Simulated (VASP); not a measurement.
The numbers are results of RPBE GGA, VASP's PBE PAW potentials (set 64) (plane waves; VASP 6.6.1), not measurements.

A VASP calculation is set up with these files.

File POSCAR:
```
CuAu
1
    2.8000000000     0.0000000000     0.0000000000
    0.0000000000     2.8000000000     0.0000000000
    0.0000000000     0.0000000000     3.6700000000
Cu Au
1 1
Direct
  0.0000000000   0.0000000000   0.0000000000
  0.5000000000   0.5000000000   0.5000000000
```

INCAR:
```
SYSTEM=CuAu
PREC=Accurate; ENCUT=520; LREAL=.False.
LASPH=.True.
EDIFF=1E-6; NELM=100; ALGO=Normal
LMAXMIX=6
ISMEAR=1; SIGMA=0.1
GGA=RP
IBRION=2; NSW=60; ISIF=3
EDIFFG=-0.01
LWAVE=.False.; LCHARG=.False.
```

**KPOINTS**
```
Automatic mesh
0
Gamma
12 12 9
0 0 0
```

POTCAR, in this order: Cu Au (PBE.64 set). Program: vasp_std.

Energy and stress use the plane-wave basis of the starting cell. Unless said otherwise, spin-orbit coupling is left out, though it shifts the bands of the heavy elements here.

Q: Predict the energy per atom (σ→0), volume per atom, band gap (on the k-mesh).

A: 
energy per atom (σ→0): -3.005 eV/atom
band gap (on the k-mesh): none (metal, semimetal or under 0.01 eV)
volume per atom: 15.48 Å³/atom

**OSZICAR**
```
...
   7 F= -.60096114E+01 E0= -.60095409E+01  d E =-.355651E-02
       N       E                     dE             d eps       ncg     rms          rms(c)
DAV:   1    -0.601047365459E+01   -0.86244E-03   -0.46632E-02  4543   0.205E+00    0.195E-01
DAV:   2    -0.600989952006E+01    0.57413E-03   -0.60918E-04  6121   0.545E-01    0.114E-01
DAV:   3    -0.600966039713E+01    0.23912E-03   -0.53054E-04  5864   0.715E-01    0.593E-02
DAV:   4    -0.600961279499E+01    0.47602E-04   -0.25336E-04  5029   0.555E-01    0.154E-02
DAV:   5    -0.600961293536E+01   -0.14037E-06   -0.93205E-06  6179   0.585E-02
   8 F= -.60096129E+01 E0= -.60095311E+01  d E =-.355804E-02
```

The compound is CuAu in the L1_0 structure. This run relaxes it. Symmetry was kept, so distortions that lower it aren't found.
